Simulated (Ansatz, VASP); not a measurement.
BeZn2TeS2: VASP beside Ansatz

```
Be Zn Te S
1.0
     3.82692    0.00000    0.00000
     0.00000    3.82692    0.00000
     0.00000    0.00000   11.13603
Be Zn Te S
1 2 1 2
Direct
  0.00000 0.00000 0.00000
  0.50000 0.50000 0.00000
  0.00000 0.00000 0.50000
  0.50000 0.50000 0.50000
  0.50000 0.00000 0.88582
  0.00000 0.50000 0.11418
```

Change from the starting cell: species swapped into the Li2MgCdP2 type (P-4m2, No. 115).

Alike in both runs: functional PBE; k mesh 4 × 4 × 4; occupations gaussian, width 0.1 eV; no spin polarisation.

Ansatz relaxed the structure, and its values are those at the end. VASP's run is a single point on that final structure, the one shown.

|  | VASP | Ansatz |
| --- | --- | --- |
| version | VASP 6.6.1 | Ansatz 0.2.0 |
| potentials or method | VASP PAW PBE potentials, release 64 (Be, Zn, Te, S) | scalar-relativistic, plane waves, PAW |
| plane-wave cutoff (eV) | 520 | 420 |
| valence electrons in the cell | 44 | 54 |

|  | VASP | Ansatz | Ansatz less VASP |
| --- | --- | --- | --- |
| gap on the k mesh at the Fermi level (eV) | none | none | - |
| pressure (GPa) | 0.1 | 0.1 | -0.05 |
| rms of the force components (eV/Å) | 0.011 | 0.004 | -0.0069 |

A gap of «none» marks a metal or a gap that the smearing closes. The two sets of potentials don't hold the same shells in valence.

Caveats: the k mesh is coarse (spacing up to 0.41 Å⁻¹), so the values aren't converged. The runs have no spin-orbit coupling, so splittings on Te are missing.
